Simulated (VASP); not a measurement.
Computed with PBEsol GGA, VASP's PBE PAW potentials (set 64) (plane waves; VASP 6.6.1).

Input for VASP

KPOINTS:
```
kpoints
0
gamma
 11 11 11
0 0 0
```

### INCAR
```
SYSTEM = TiP
PREC = Accurate; ENCUT = 400; LREAL = .FALSE.
LASPH = .TRUE.
EDIFF = 1E-6; NELM = 100; ALGO = Normal
LMAXMIX = 4
ISMEAR = 1; SIGMA = 0.1
GGA = PS
IBRION = 2; NSW = 60; ISIF = 3
EDIFFG = -0.01
LWAVE = .FALSE.; LCHARG = .FALSE.
```

**POSCAR**
```
TiP
1.0
  3.0389344464   0.0000000000   0.0000000000
  0.0000000000   3.0389344464   0.0000000000
  0.0000000000   0.0000000000   3.0389344464
Ti P
1 1
Cart
  0.0000000000   0.0000000000   0.0000000000
  1.5194672232   1.5194672232   1.5194672232
```

POTCAR, in this order: Ti_sv P (PBE.64 set). Program: vasp_std.

### Question
Predict the energy per atom (σ→0), volume per atom, band gap (on the k-mesh).

### Answer

```json
{
 "energy per atom (σ→0)": "-7.877 eV/atom",
 "band gap (on the k-mesh)": "none (metal, semimetal or under 0.01 eV)",
 "volume_per_atom": "14.01 Å³/atom"
}
```

### OSZICAR
```
...
DAV:   1    -0.157546523165E+02   -0.60494E-03   -0.12471E-02  1436   0.171E+00    0.218E-01
DAV:   2    -0.157541995290E+02    0.45279E-03   -0.39197E-03  1692   0.819E-01    0.627E-02
DAV:   3    -0.157540811466E+02    0.11838E-03   -0.57456E-04  1724   0.240E-01    0.257E-02
DAV:   4    -0.157540775075E+02    0.36392E-05   -0.11307E-04  1476   0.104E-01    0.126E-02
DAV:   5    -0.157540840877E+02   -0.65802E-05   -0.12875E-05  2032   0.266E-02    0.620E-03
DAV:   6    -0.157540856373E+02   -0.15496E-05   -0.68176E-06  1704   0.134E-02    0.248E-03
DAV:   7    -0.157540856177E+02    0.19599E-07   -0.29801E-07   692   0.517E-03
   3 F= -.15754086E+02 E0= -.15753983E+02  d E =-.390286E-04
```

The structure was generated: TiP was put into the CsCl type type (Pm-3m), which need not be its known phase. This run relaxes it. Symmetry was kept, so distortions that lower it aren't found. The start is the result of an earlier pass. The electron count is odd and the run is not spin-polarised, which forces a metal.
